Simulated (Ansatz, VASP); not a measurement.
# Zn16Si25P6O81 (glassy 57SiO2-36ZnO-7P2O5 (mol %)) in two plane-wave programs, part 2 of 2

Aim: how closely do two programs agree when they are given the same cell, functional and k mesh? Of the first pair: The structure shown is the start of the Ansatz relaxation below; VASP solves that cell, so the two are compared at the walk's first step.

VASP 6.6.1 and Ansatz 0.2.0.

So far. Step 3 (VASP: single point, revPBE, start cell, pair 1): The run ends at a pressure of -4.15 GPa, with forces up to 0.78 eV/Å.

## (5) Ansatz: relaxation, revPBE

Level of this step: Ansatz beside VASP: Kohn-Sham DFT, plane waves, revPBE (Ansatz).

This run makes the geometry at which the two programs are then compared.

The structure compared here is the end of the Ansatz relaxation.

File input.yaml:

```yaml
crystal:
  lattice:
    - [12.51447, -0.31392, 0.04456]
    - [-0.31392, 12.21825, -0.00443]
    - [0.04456, -0.00443, 12.20138]
  atoms:
    - { symbol: Si, position: [0.95073, 0.53271, 0.51836] }
    - { symbol: Si, position: [0.45007, 0.19539, 0.42457] }
    - { symbol: Si, position: [0.79658, 0.83307, 0.98097] }
    - { symbol: Si, position: [0.93365, 0.77863, 0.44229] }
    - { symbol: Si, position: [0.17629, 0.78166, 0.47942] }
    - { symbol: Si, position: [0.63981, 0.20329, 0.24314] }
    - { symbol: Si, position: [0.56251, 0.30906, 0.63606] }
    - { symbol: Si, position: [0.68531, 0.09426, 0.71979] }
    - { symbol: Si, position: [0.48031, 0.92437, 0.74802] }
    - { symbol: Si, position: [0.10198, 0.21659, 0.08435] }
    - { symbol: Si, position: [0.09487, 0.09248, 0.72986] }
    - { symbol: Si, position: [0.32117, 0.0934, 0.84048] }
    - { symbol: Si, position: [0.52547, 0.07742, 0.08071] }
    - { symbol: Si, position: [0.03669, 0.8799, 0.88236] }
    - { symbol: Si, position: [0.87989, 0.49312, 0.09665] }
    - { symbol: Si, position: [0.47867, 0.51532, 0.77679] }
    - { symbol: Si, position: [0.02942, 0.30176, 0.83849] }
    - { symbol: Si, position: [0.1426, 0.54972, 0.36759] }
    - { symbol: Si, position: [0.19937, 0.98057, 0.05028] }
    - { symbol: Si, position: [0.16734, 0.73652, 0.73958] }
    - { symbol: Si, position: [0.08442, 0.13032, 0.48289] }
    - { symbol: Si, position: [0.13466, 0.48059, 0.684] }
    - { symbol: Si, position: [0.86156, 0.23048, 0.14163] }
    - { symbol: Si, position: [0.90866, 0.80936, 0.19691] }
    - { symbol: Si, position: [0.73493, 0.08249, 0.95778] }
    - { symbol: Zn, position: [0.75963, 0.87294, 0.59654] }
    - { symbol: Zn, position: [0.26999, 0.9947, 0.3271] }
    - { symbol: Zn, position: [0.30246, 0.35402, 0.24699] }
    - { symbol: Zn, position: [0.68768, 0.56217, 0.26087] }
    - { symbol: Zn, position: [0.83253, 0.13599, 0.50789] }
[... 92 atom lines left out ...]
    - { symbol: O, position: [0.87842, 0.87935, 0.5025] }
    - { symbol: O, position: [0.60759, 0.12566, 0.97504] }
    - { symbol: O, position: [0.09164, 0.0572, 0.59914] }
    - { symbol: O, position: [0.57081, 0.76299, 0.04036] }
    - { symbol: O, position: [0.37722, 0.51691, 0.86188] }
    - { symbol: O, position: [0.83942, 0.51118, 0.96711] }
kpoints:
  mp_grid: { grid: [1, 1, 1] }
hamiltonian:
  xc: revpbe
scf:
  occupations: { method: fixed }
output:
  forces: true
  eigenvalues: true
  stress: true
relax:
  f_tol: 0.05
  max_steps: 70
```

Started as:

```console
> ansatz run input.yaml --threads 4 --pin off --max-ram 8192MiB --backend cpu --events-out ev --progress --plain --runs-dir out
```

Numbers of over 12 decimals in the logs are rounded to 6 here.

Output:

```text
[...]
Crystal: 128 atoms, lattice volume = 1864.424 Å³
Basis set: ecut = 420 eV, 36435 PW (Γ), exchange–correlation on 180×180×180 points (8 copies of the dense FFT grid, shifted against one another)
Bands: 532, of which v1, the nominal top of the filled ones, is band 404 counted from 1 (403 counted from 0)
Symmetry: 1 space group operations
[...]
k-points: 1
[...]
- { symbol: O, position: [0.286007, 0.026451, 0.957210] }
    - { symbol: O, position: [0.010291, 0.535237, 0.092370] }
    - { symbol: O, position: [0.281576, 0.771991, 0.794239] }
    - { symbol: O, position: [0.762250, 0.107980, 0.826434] }
    - { symbol: O, position: [0.395739, 0.200654, 0.875809] }
    - { symbol: O, position: [0.773451, 0.209117, 0.240067] }
    - { symbol: O, position: [0.370786, 0.777757, 0.00510826] }
[...]
- { symbol: O, position: [0.091628, 0.060700, 0.606434] }
    - { symbol: O, position: [0.567633, 0.761921, 0.036352] }
    - { symbol: O, position: [0.382639, 0.518383, 0.856769] }
    - { symbol: O, position: [0.837262, 0.511051, 0.967212] }
```

## (6) VASP: single point, revPBE, relaxed cell, pair 2

The same cell, functional and mesh now go to VASP, with its own data sets.

File INCAR:

```
SYSTEM = Zn16Si25P6O81
PREC = Accurate
ENCUT = 600
EDIFF = 1E-06
NELM = 120
ISMEAR = 0
SIGMA = 0.01
LREAL = Auto
ALGO = Normal
GGA = RE
NBANDS = 496
LORBIT = 11
LWAVE = .FALSE.
LCHARG = .FALSE.
ISIF = 2
LASPH = .TRUE.
GGA_COMPAT = .FALSE.
EFERMI = MIDGAP
NCORE = 4
```

File POSCAR:

```
Zn16Si25P6O81
1.0
   12.5144700000     -0.3139200000      0.0445600000
   -0.3139200000     12.2182500000     -0.0044300000
    0.0445600000     -0.0044300000     12.2013800000
Si Zn P O
25 16 6 81
Direct
    0.9522900000      0.5296900000      0.5183400000
    0.4510600000      0.1956000000      0.4226000000
    0.7995800000      0.8327100000      0.9811000000
    0.9328100000      0.7737400000      0.4423800000
    0.1756000000      0.7794000000      0.4781600000
    0.6391600000      0.2036300000      0.2396000000
    0.5652900000      0.3073700000      0.6345400000
    0.6837400000      0.0926700000      0.7197300000
    0.4790200000      0.9256100000      0.7477800000
    0.1014800000      0.2184500000      0.0829300000
    0.0943500000      0.0942100000      0.7362200000
    0.3212000000      0.0922600000      0.8435900000
    0.5270700000      0.0763700000      0.0780800000
    0.0383000000      0.8812000000      0.8828100000
    0.8762600000      0.4943500000      0.0961600000
    0.4839900000      0.5149300000      0.7733500000
    0.0316700000      0.3062400000      0.8398600000
    0.1426200000      0.5480700000      0.3680300000
    0.1978700000      0.9831000000      0.0503100000
    0.1700800000      0.7367800000      0.7373800000
    0.0851700000      0.1295400000      0.4893700000
    0.1351600000      0.4830300000      0.6836800000
    0.8611200000      0.2328200000      0.1377400000
    0.9082300000      0.8086900000      0.1995800000
    0.7363000000      0.0821100000      0.9566600000
    0.7609100000      0.8719100000      0.5973600000
    0.2657700000      0.9932200000      0.3285000000
    0.3014200000      0.3524400000      0.2474500000
    0.6833400000      0.5622200000      0.2600300000
    0.8309900000      0.1407500000      0.5132400000
[... 92 atom lines left out ...]
    0.8779300000      0.8733600000      0.5027300000
    0.6092200000      0.1225400000      0.9736100000
    0.0916300000      0.0607000000      0.6064300000
    0.5676300000      0.7619200000      0.0363500000
    0.3826400000      0.5183800000      0.8567700000
    0.8372600000      0.5110500000      0.9672100000
```

File KPOINTS:

```
Automatic mesh
0
Gamma
1 1 1
0 0 0
```

PAW data sets: Si, Zn, P and O (PBE family, release 64).

Started as:

```console
> mpirun -np 16 vasp_gam
```

Output:

```text
[banner, memory and clock lines left out]
running   16 mpi-ranks, on    1 nodes
[...]
[... a notice as in an earlier step ...]

 LDA part: xc-table for (Slater+PW92), standard interpolation
 POSCAR, INCAR and KPOINTS ok, starting setup
[...]
entering main loop
       N       E                     dE             d eps       ncg     rms          rms(c)
DAV:   1     0.140653136312E+05    0.14065E+05   -0.43017E+05   992   0.209E+03
DAV:   2     0.163763768136E+04   -0.12428E+05   -0.11948E+05  1088   0.570E+02
DAV:   3    -0.768509003314E+03   -0.24061E+04   -0.23263E+04  1072   0.256E+02
DAV:   4    -0.968546367559E+03   -0.20004E+03   -0.19792E+03  1168   0.812E+01
[...]
DAV:  20    -0.841752236987E+03   -0.34856E-05   -0.82467E-05  1416   0.273E-02    0.908E-03
DAV:  21    -0.841752238617E+03   -0.16309E-05   -0.27355E-05  1176   0.210E-02    0.857E-03
DAV:  22    -0.841752238316E+03    0.30175E-06   -0.17453E-06   752   0.113E-02
   1 F= -.84175224E+03 E0= -.84175224E+03  d E =0.000000E+00
```

OUTCAR, selected parts (step 6):

```text
  FREE ENERGIE OF THE ION-ELECTRON SYSTEM (eV)
  ---------------------------------------------------
  free  energy   TOTEN  =      -841.7522383157 eV

  energy  without entropy=     -841.7522383157  energy(sigma->0) =     -841.75223832
```

The run ends at a pressure of -1.77 GPa, with forces up to 0.22 eV/Å.

## (7) Side by side

What differs besides the data sets and the points named for the pairs above, as far as they apply: the cutoff is 420 eV in Ansatz and 600 eV in VASP (PREC = Accurate, projectors in real space). Total energies have different zeros and are not compared.

Both answers:

```tsv
quantity	Ansatz	VASP	difference
pressure (GPa)	-1.43	-1.77	+0.34
gap on the k mesh (eV)	2.955	2.940	+0.016
```

Forces on 7 of the 128 atoms, those with the largest forces and the largest differences (eV/Å; atoms numbered as in POSCAR):

```tsv
atom	Ansatz x, y, z	VASP x, y, z
O63	0.021, -0.015, 0.003	0.074, -0.077, 0.129
O70	0.003, -0.008, -0.011	0.049, 0.062, -0.159
O86	0.009, 0.006, 0.004	0.044, 0.073, 0.151
O89	0.024, -0.046, 0.030	-0.082, -0.127, -0.053
O91	0.007, 0.003, -0.010	-0.163, 0.104, 0.057
O94	0.001, -0.001, 0.008	0.144, -0.012, -0.091
O97	-0.001, 0.011, 0.019	-0.071, 0.208, 0.026
```

The forces differ by 45 meV/Å r.m.s., where the r.m.s. force is 0.009 eV/Å in Ansatz and 0.046 eV/Å in VASP: the atoms lie near their places of rest in Ansatz, so a percentage would say little (all taken over all components). A gap on the mesh is an upper bound, since the band edges may lie between its points.

## (8) What came out

```json
{
 "r.m.s. force difference (single point, revPBE, start cell, pair 1)": "39 meV/Å",
 "r.m.s. force difference (single point, revPBE, relaxed cell, pair 2)": "45 meV/Å"
}
```

In words: The r.m.s. force difference is 45 meV/Å (single point, revPBE, relaxed cell, pair 2), beyond the 12 meV/Å picked in this series as the mark of a large difference. What causes the difference of the single point, revPBE, start cell, pair 1 pair stays open here. What causes the difference of the single point, revPBE, relaxed cell, pair 2 pair stays open here. Such differences can come from data sets, numerical settings and the points named under the comparisons, not from the functional's error against experiment.

[Lines on the potential files, build, host, timing and source positions are cut from VASP's logs without a mark.]

[Logs are printed without paths, hosts, clocks, repeated set-up lines and the standing remarks that a program may print on its own settings, such as how far it seeks lower states.]

[Hosts, paths, dates, database ids (printed as entryN), source tags and the programs' standing remarks are cut or masked in the printed files.]
